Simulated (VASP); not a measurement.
TiCo (CsCl type): the lattice constant a from VASP (plane waves, PAW) at several levels of theory. Static lattice.  The measured value holds thermal and zero-point effects that the static calculation lacks.

```
level        lattice constant a (Å)  error against measurement
-----------  ----------------------  -------------------------
LDA                           2.900                     -3.2 %
PBE                           2.969                     -0.9 %
PBEsol                        2.930                     -2.2 %
RPBE                          2.994                     -0.0 %
AM05                          2.929                     -2.2 %
PBE-D3(BJ)                    2.930                     -2.2 %
PBE-D4                        2.948                     -1.6 %
optB88-vdW                    2.958                     -1.2 %
rev-vdW-DF2                   2.947                     -1.6 %
SCAN                          2.942                     -1.8 %
r2SCAN                        2.953                     -1.4 %
```

Measured: 2.995 Å (as given by Yamada et al., (2019), arXiv:1910.09660).

The cell of the LDA run:

```cif
data_CoTi
_chemical_formula_sum 'Ti1 Co1'
_space_group_name_H-M_alt 'Pm-3m'
_space_group_IT_number 221
_space_group_name_Hall '-P 4 2 3'
_cell_length_a 2.90024
_cell_length_b 2.90024
_cell_length_c 2.90024
_cell_angle_alpha 90.000
_cell_angle_beta 90.000
_cell_angle_gamma 90.000
loop_
_atom_site_label
_atom_site_type_symbol
_atom_site_symmetry_multiplicity
_atom_site_Wyckoff_symbol
_atom_site_fract_x
_atom_site_fract_y
_atom_site_fract_z
_atom_site_occupancy
Ti1 Ti 1 a 0.00000 0.00000 0.00000 1
Co1 Co 1 b 0.50000 0.50000 0.50000 1
```

Only levels that ran to the end are used. Left out are those held back, those with too coarse a band path, GW runs whose mesh misses a band edge, hybrids' fits of cells that aren't cubic and levels without matching references; a question may draw on a part of the rest.

The compound is TiCo in the CsCl type structure.
